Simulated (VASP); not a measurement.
Elastic constants (GPa) of a crystal from VASP 6.6.1 with PBE GGA, VASP's PBE PAW potentials (set 64):

|  | xx | yy | zz | yz | xz | xy |
|---|---|---|---|---|---|---|
| xx | 55.2 | 16.4 | 16.4 | 0.0 | 0.0 | 0.0 |
| yy | 16.4 | 55.2 | 16.4 | 0.0 | 0.0 | 0.0 |
| zz | 16.4 | 16.4 | 55.2 | 0.0 | 0.0 | 0.0 |
| yz | 0.0 | 0.0 | 0.0 | 17.8 | 0.0 | 0.0 |
| xz | 0.0 | 0.0 | 0.0 | 0.0 | 17.8 | 0.0 |
| xy | 0.0 | 0.0 | 0.0 | 0.0 | 0.0 | 17.8 |

Q: Work out the Voigt, Reuss and Hill moduli, Young's modulus and Poisson's ratio.

A: All eigenvalues are positive (smallest 17.8 GPa), so the crystal is stable. K_V = (C11+C22+C33+2(C12+C13+C23))/9 = (165.6 + 2×49.2)/9 = 29.3 GPa; G_V = (165.6 − 49.2 + 3×53.4)/15 = 18.4 GPa. From the compliances, K_R = 29.3 GPa and G_R = 18.4 GPa. Hill: K = 29.3 GPa, G = 18.4 GPa, E = 9KG/(3K+G) = 45.7 GPa, ν = (3K−2G)/(2(3K+G)) = 0.240. K/G = 1.59, below Pugh's 1.75; universal anisotropy A^U = 0.01.

Q: With a density of 1.85 g/cm³, what are the mean sound speeds?

A: v_l = √((K+4G/3)/ρ) = 5.40 km/s and v_t = √(G/ρ) = 3.16 km/s. The crystal is Na₂S (antifluorite), cubic.

The compound is Na2S in the antifluorite structure. It was relaxed first.
